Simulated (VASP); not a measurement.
Method: PBEsol GGA, VASP's PBE PAW potentials (set 64) (plane waves; VASP).

Input for VASP

File POSCAR:
```
Be3ZnSe4
1
    0.0015954350     5.2669568502     5.2692592773
    5.2669568502     0.0015954350     5.2692592773
    2.6342761426     2.6342761426     0.0000000000
Zn Se Be
1 4 3
Direct
  0.9989906229   0.9989906229   0.0020187541
  0.1385449525   0.1385449525   0.2229100951
  0.1310811254   0.6062325258   0.2626863488
  0.6062325258   0.1310811254   0.2626863488
  0.6249117074   0.6249117074   0.2501765853
  0.0004882214   0.4999633792   0.9995483995
  0.4999633792   0.0004882214   0.9995483995
  0.4997874656   0.4997874656   0.0004250689
```

### INCAR
```
ALGO = Normal
EDIFF = 1E-6
EDIFFG = -0.02
ENCUT = 400
GGA = PS
IBRION = 2
ISIF = 3
ISMEAR = 0
LASPH = .TRUE.
LCHARG = .FALSE.
LMAXMIX = 4
LREAL = .FALSE.
LWAVE = .FALSE.
NELM = 100
NSW = 60
PREC = Accurate
SIGMA = 0.05
SYSTEM = Be3ZnSe4
```

### KPOINTS
```
Automatic mesh
0
Gamma
4 4 7
```

POTCAR, in this order: Zn Se Be (PBE.64 set). Program: vasp_std.

Output

### OUTCAR
```
 ion  position               nearest neighbor table
   1  0.999  0.999  0.002-   2 2.37   2 2.37   4 2.39   3 2.39
   2  0.139  0.139  0.223-   6 2.20   7 2.20   1 2.37   1 2.37
   3  0.131  0.606  0.263-   6 2.24   6 2.24   8 2.24   1 2.39
   4  0.606  0.131  0.263-   7 2.24   7 2.24   8 2.24   1 2.39
   5  0.625  0.625  0.250-   8 2.28   8 2.28   7 2.28   6 2.28
   6  0.000  0.500  1.000-   2 2.20   3 2.24   3 2.24   5 2.28
   7  0.500  0.000  1.000-   2 2.20   4 2.24   4 2.24   5 2.28
   8  0.500  0.500  0.000-   3 2.24   4 2.24   5 2.28   5 2.28
  LATTYP: Found a base centered orthorhombic cell.
 ALAT       =     7.4463455242
 B/A-ratio  =     1.4152604819
 C/A-ratio  =     0.5003030058
 Subroutine PRICEL returns:
 Original cell was already a primitive cell.
 Subroutine GETGRP returns: Found  4 space group operations
The static configuration has the point symmetry C_2v.
The dynamic configuration has the point symmetry C_2v.
 Subroutine INISYM returns: Found  4 space group operations
 Subroutine IBZKPT returns following result:
 Found     37 irreducible k-points:

 Following reciprocal coordinates:
            Coordinates               Weight
  0.000000  0.000000  0.000000      1.000000
...
```

OSZICAR:
```
       N       E                     dE             d eps       ncg     rms          rms(c)
DAV:   1     0.228605026172E+03    0.22861E+03   -0.15780E+04  1924   0.125E+03
DAV:   2    -0.125205594493E+02   -0.24113E+03   -0.23530E+03  2242   0.275E+02
DAV:   3    -0.352635546583E+02   -0.22743E+02   -0.22637E+02  2346   0.928E+01
DAV:   4    -0.357144140377E+02   -0.45086E+00   -0.45036E+00  2560   0.136E+01
DAV:   5    -0.357188626815E+02   -0.44486E-02   -0.44460E-02  2476   0.139E+00    0.798E+00
DAV:   6    -0.349834162018E+02    0.73545E+00   -0.17694E+00  2458   0.480E+01    0.572E+00
DAV:   7    -0.348913142263E+02    0.92102E-01   -0.12977E+00  2300   0.638E+00    0.209E+00
DAV:   8    -0.348844135030E+02    0.69007E-02   -0.42854E-02  2564   0.249E+00    0.648E-01
DAV:   9    -0.348846630745E+02   -0.24957E-03   -0.14465E-02  2536   0.192E+00    0.129E-01
DAV:  10    -0.348846379989E+02    0.25076E-04   -0.19338E-03  2612   0.674E-01    0.806E-02
DAV:  11    -0.348847314684E+02   -0.93470E-04   -0.42894E-04  2440   0.141E-01    0.218E-02
DAV:  12    -0.348847478415E+02   -0.16373E-04   -0.79955E-05  2444   0.972E-02    0.160E-02
DAV:  13    -0.348847506127E+02   -0.27711E-05   -0.18694E-05  2662   0.777E-02    0.844E-03
DAV:  14    -0.348847499039E+02    0.70874E-06   -0.11746E-05  2694   0.511E-02    0.394E-03
DAV:  15    -0.348847499205E+02   -0.16525E-07   -0.18622E-06  1296   0.151E-02
   1 F= -.34884750E+02 E0= -.34884750E+02  d E =-.348847E+02
       N       E                     dE             d eps       ncg     rms          rms(c)
DAV:   1    -0.348854431882E+02   -0.69328E-03   -0.35376E-02  2082   0.107E+00    0.109E-01
DAV:   2    -0.348852424392E+02    0.20075E-03   -0.62098E-04  2590   0.286E-01    0.618E-02
DAV:   3    -0.348851340238E+02    0.10842E-03   -0.17905E-04  2734   0.127E-01    0.174E-02
DAV:   4    -0.348851326893E+02    0.13344E-05   -0.44921E-05  2424   0.482E-02    0.816E-03
DAV:   5    -0.348851324771E+02    0.21227E-06   -0.28369E-06  1816   0.124E-02
   2 F= -.34885132E+02 E0= -.34885132E+02  d E =-.382557E-03
       N       E                     dE             d eps       ncg     rms          rms(c)
DAV:   1    -0.348856112710E+02   -0.47858E-03   -0.38485E-02  2060   0.111E+00    0.114E-01
DAV:   2    -0.348853917593E+02    0.21951E-03   -0.66628E-04  2592   0.299E-01    0.646E-02
DAV:   3    -0.348852739400E+02    0.11782E-03   -0.19735E-04  2736   0.133E-01    0.182E-02
DAV:   4    -0.348852725781E+02    0.13619E-05   -0.49616E-05  2420   0.501E-02    0.871E-03
DAV:   5    -0.348852723213E+02    0.25676E-06   -0.31103E-06  1854   0.131E-02
   3 F= -.34885272E+02 E0= -.34885272E+02  d E =-.522401E-03
       N       E                     dE             d eps       ncg     rms          rms(c)
DAV:   1    -0.348853465506E+02   -0.73973E-04   -0.15707E-02  2048   0.700E-01    0.577E-02
DAV:   2    -0.348853505431E+02   -0.39925E-05   -0.37054E-04  2514   0.150E-01    0.286E-02
DAV:   3    -0.348853370394E+02    0.13504E-04   -0.11679E-05  2808   0.297E-02    0.145E-02
DAV:   4    -0.348853336493E+02    0.33900E-05   -0.70030E-06  2630   0.218E-02    0.214E-03
DAV:   5    -0.348853337509E+02   -0.10161E-06   -0.15047E-06  1430   0.894E-03
   4 F= -.34885334E+02 E0= -.34885334E+02  d E =-.614296E-04
```

OUTCAR:
```
------------------------ aborting loop because EDIFF is reached ----------------------------------------
  FORCE on cell =-STRESS in cart. coord.  units (eV):
  Direction    XX          YY          ZZ          XY          YZ          ZX
  --------------------------------------------------------------------------------------
  Total       -0.0047459     -0.0047459      0.0103616     -0.0116155     -0.0000000     -0.0000000
  in kB       -0.0520428     -0.0520428      0.1136245     -0.1273743     -0.0000000     -0.0000000
  external PRESSURE =       0.0031796 kB  Pullay stress =       0.0000000 kB
  volume of cell :      146.11
      direct lattice vectors                 reciprocal lattice vectors
    -0.005329655  5.261030095  5.278681232    -0.094942242  0.094942242  0.094720628
     5.261030095 -0.005329655  5.278681232     0.094942242 -0.094942242  0.094720628
     2.627850220  2.627850220  0.000000000     0.190269596  0.190269596 -0.189441256
 POSITION                                       TOTAL-FORCE (eV/Angst)
 -----------------------------------------------------------------------------------
      5.25570      5.25570     10.54102        -0.000000     -0.000000      0.005841
      1.31393      1.31393      1.46373         0.000000      0.000000     -0.001759
      3.87914      1.37656      3.89398        -0.003908      0.003908     -0.001921
      1.37656      3.87914      3.89398         0.003908     -0.003908     -0.001921
      3.94178      3.94178      6.59765         0.000000     -0.000000      0.002317
      5.25922      2.62433      2.64151        -0.002818      0.002818     -0.001816
      2.62433      5.25922      2.64151         0.002818     -0.002818     -0.001816
      2.62785      2.62785      5.27739        -0.000000     -0.000000      0.001075
 -----------------------------------------------------------------------------------
    total drift:                                0.000181      0.000181     -0.000919
  FREE ENERGIE OF THE ION-ELECTRON SYSTEM (eV)
  ---------------------------------------------------
  free  energy   TOTEN  =       -34.8853337509 eV

  energy  without entropy=      -34.8853337509  energy(sigma->0) =      -34.88533375

 reached required accuracy - stopping structural energy minimisation
```
(Selected blocks of OUTCAR.)

### CONTCAR
```
Be3ZnSe4
   1.00000000000000
    -0.0053296545240688    5.2610300954543501    5.2786812317415572
     5.2610300954543501   -0.0053296545240688    5.2786812317415572
     2.6278502204651408    2.6278502204651408    0.0000000000000000
  Zn              Se              Be
     1     4     3
Direct
     0.9984520644097467    0.9984520644097467    0.0030958710805121
     0.1386450890376793    0.1386450890376793    0.2227098220246361
     0.1312402282575875    0.6064399692208948    0.2623198025215248
     0.6064399692208948    0.1312402282575875    0.2623198025215248
     0.6249331613710164    0.6249331613710164    0.2501336773579689
     0.0000426603696606    0.5003686936286332    0.9995886461017008
     0.5003686936286332    0.0000426603696606    0.9995886461017008
     0.4998781339047851    0.4998781339047851    0.0002437322904316
```

The structure was generated: Be3ZnSe4 was put into an ordered model structure (Amm2), which need not be its known phase. This run relaxes it. Symmetry was kept, so distortions that lower it aren't found. The start is the result of an earlier pass.
